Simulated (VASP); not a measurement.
VASP runs on TiO2 (space group I4_1/amd) share one base input (PBE GGA, plane waves, VASP's PBE PAW potentials (set 64)) and change the settings named in each case.

File POSCAR:
```
TiO2
5.5542640
 -0.3437766012   0.3437766012   0.8738623155
  0.3437766012  -0.3437766012   0.8738623155
  0.3437766012   0.3437766012  -0.8738623155
Ti O
2 4
Cart
  0.0000000000   0.0000000000   0.0000000000
 -0.0000000000   0.3437766012   0.4369311578
  0.0000000000   0.3437766012   0.7989723151
 -0.0000000000   0.0000000000   0.3620411573
 -0.0000000000   0.0000000000   1.3856834737
  0.0000000000   0.3437766012   0.0748900004
```

### INCAR
```
SYSTEM  =  TiO2
PREC  =  Accurate; ENCUT  =  400; LREAL  =  .FALSE.
LASPH  =  .TRUE.
EDIFF  =  1E-6; NELM  =  100; ALGO  =  Normal
LMAXMIX  =  4
ISMEAR  =  -1; SIGMA  =  0.05
GGA  =  PE
ISIF  =  2
LWAVE  =  .FALSE.; LCHARG  =  .FALSE.
```

File KPOINTS:
```
Automatic
0
G
 8 8 8
0 0 0
```

POTCAR, in this order: Ti_sv O (PBE.64 set). Program: vasp_std.

```csv
change,E(σ→0) (eV/atom),pressure (GPa),largest force (eV/Å)
base run,-8.9854,-7.92,0.084
"GGA removed, POTCAR Ti_sv O (LDA.64 set)",-9.7872,___,___
KPOINTS 5×5×5 Γ-centred mesh,-8.9849,-7.91,0.088
"LDAU = .TRUE., LDAUJ = 0 0, LDAUL = 2 -1, LDAUTYPE = 2, LDAUU = 6.0 0",-7.6715,___,___
```

Fill in the missing entries.

- LDAU = .TRUE., LDAUJ = 0 0, LDAUL = 2 -1, LDAUTYPE = 2, LDAUU = 6.0 0, pressure (GPa): 2.27
- LDAU = .TRUE., LDAUJ = 0 0, LDAUL = 2 -1, LDAUTYPE = 2, LDAUU = 6.0 0, largest force (eV/Å): 0.054
- GGA removed, POTCAR Ti_sv O (LDA.64 set), pressure (GPa): -18.49
- GGA removed, POTCAR Ti_sv O (LDA.64 set), largest force (eV/Å): 0.283

Energies of different potentials or functionals have different zeros.  At 400 eV the pressure can carry a Pulay error.

Left out are runs that ran out of time, are held back, or changed the cell or the kind of run, fixed moments of cells without a moment, rows past the twelfth, gaps on odd meshes, pressures of charged cells and columns that move by less than the noise.

The structure comes from a computed database's TiO2 entry; how it stands against other phases isn't given here. The cell was not relaxed at this level, forces remain on its atoms, its lattice was scaled by up to 2.5 %.
